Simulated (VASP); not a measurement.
An input for Quantum ESPRESSO's pw.x (written as the equivalent of a VASP run, and not itself run):

```
&CONTROL
  calculation = 'scf'
  pseudo_dir = './pseudo'
  outdir = './out'
  tprnfor = .true.
  tstress = .true.
/
&SYSTEM
  ibrav = 0
  nat = 4
  ntyp = 2
  ecutwfc = 84
  occupations = 'tetrahedra'
  input_dft = 'vdw-df2-b86r'
/
&ELECTRONS
  conv_thr = 7.3e-09
  electron_maxstep = 100
/
ATOMIC_SPECIES
  Al 26.982 Al.upf
  N 14.007 N.upf
CELL_PARAMETERS angstrom
     1.5608083   -2.7033993    0.0000000
     1.5608083    2.7033993   -0.0000000
     0.0000000    0.0000000    4.9996075
ATOMIC_POSITIONS crystal
  Al   0.6666670  0.3333330  0.5000687
  Al   0.3333330  0.6666670  0.0000687
  N    0.6666670  0.3333330  0.8819313
  N    0.3333330  0.6666670  0.3819313
K_POINTS automatic
  9 9 5 0 0 0
```

**Question.** Translate this input to VASP (INCAR, KPOINTS, POSCAR, choice of POTCAR).

**Answer.** One answer among several that fit: 
INCAR:
```
! general
SYSTEM   = AlN
PREC     = Accurate
ENCUT    = 520
LREAL    = .False.
LASPH    = .True.

! electronic loop
EDIFF    = 1E-7
NELM     = 100
ALGO     = Normal

! smearing
ISMEAR   = -5

! functional
GGA      = MK
LUSE_VDW = .True.
AGGAC    = 0.0
PARAM1   = 0.1234568
PARAM2   = 0.7114
ZAB_VDW  = -1.8867

! ions
ISIF     = 2

! output
LWAVE    = .False.
LCHARG   = .True.
LORBIT   = 11
NEDOS    = 601

! other
LEFG     = .True.
```

### KPOINTS
```
Automatic mesh
0
Gamma
9 9 5
0 0 0
```

### POSCAR
```
AlN
1.0
  1.5608083404  -2.7033993406   0.0000000000
  1.5608083404   2.7033993406   0.0000000000
  0.0000000000   0.0000000000   4.9996074737
Al N
2 2
Cartesian
  1.5608083404  -0.9011349158   2.5001471399
  1.5608083404   0.9011349158   0.0003434030
  1.5608083404  -0.9011349158   4.4093103888
  1.5608083404   0.9011349158   1.9095066519
```

POTCAR, in this order: Al N (PBE.64 set). Program: vasp_std.

The two are equivalent in intent, not identical: the potentials are each code's own (VASP's PAW set, PseudoDojo norm-conserving files in pw.x), so ENCUT and ecutwfc are chosen apart and not converted; conv_thr bounds pw.x's estimated SCF error, while EDIFF bounds the energy change between steps; the field gradients of LEFG aren't asked of the other code.

The compound is AlN in the wurtzite structure. It was relaxed first.
